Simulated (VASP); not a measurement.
Consider the following.

```
CELL_PARAMETERS angstrom
      0.00000     2.35365     2.35365
      2.35365     0.00000     2.35365
      2.35365     2.35365     0.00000
ATOMIC_POSITIONS crystal
  Na 0.00000 0.00000 0.00000
  H  0.50000 0.50000 0.50000
```

These are SCAN meta-GGA, VASP's PBE PAW potentials (set 64) (plane waves; VASP) values and carry that method's errors. Run with 520 eV cut-off, 10×10×10 Γ-centred mesh, Gaussian smearing of 0.050 eV, potentials Na_pv H.

Q: Estimate the energy per atom (σ→0).

A: 
```
Property                        Value
---------------------  --------------
energy per atom (σ→0)  -4.131 eV/atom
```

The absolute energy has meaning only against runs of the same code, potentials and settings.

The compound is NaH in the rock salt structure. This cell is one point of a volume scan, at 0.97 of the reference volume.
